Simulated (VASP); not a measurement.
Consider the following.

```xyz
3
Lattice="2.2021 -3.7555 0.0000 2.2021 3.7555 0.0000 0.0000 0.0000 4.9328" Properties=species:S:1:pos:R:3 pbc="T T T"
Se     0.4955     0.8450     3.2885
Se     3.4132     0.0000     0.0000
Se     0.5300    -0.8450     1.6443
```

All values below come from PBE GGA, VASP's PBE PAW potentials (set 64) (plane waves; VASP). Run with EDIFF = 1E-4, 400 eV cut-off, 5×5×4 Γ-centred mesh, Gaussian smearing of 0.050 eV, potentials Se.

Q: Estimate the energy per atom (σ→0), pressure, largest force.

A: 
| Quantity | Value |
|---|---|
| energy per atom (σ→0) | -3.487 eV/atom |
| pressure | 2.93 GPa |
| largest force | 0.523 eV/Å |

The absolute energy has meaning only against runs of the same code, potentials and settings.

The compound is Se in the trig structure. The cell was not relaxed at this level, atoms are displaced from their ideal sites. The run is one of a series of settings (EDIFF = 1E-4 against the base run), some of them coarse on purpose.
